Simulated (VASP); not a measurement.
```
CELL_PARAMETERS angstrom
      0.00000     3.26768     3.26768
      3.26768     0.00000     3.26768
      3.26768     3.26768     0.00000
ATOMIC_POSITIONS crystal
  Te 0.50000 0.50000 0.50000
  Pb 0.00000 0.00000 0.00000
```

Calculation: r2SCAN meta-GGA with spin-orbit coupling, VASP's PBE PAW potentials (set 64) (plane waves; VASP 6.6.1). Run with 400 eV cut-off, 6×6×6 Γ-centred mesh, Gaussian smearing of 0.050 eV, potentials Te Pb_d.

Q: Predict the energy per atom (σ→0), band gap (over mesh and band path) with the smallest direct gap where there is one.

A: 
```yaml
band gap (over mesh and band path): 0.30 eV
smallest direct gap (over mesh and band path): 0.30 eV
energy per atom (σ→0): -4013.7 kJ/mol of atoms
```

Only differences to runs with the same potentials and settings are physical.

The compound is PbTe in the rock salt structure. It was relaxed first.
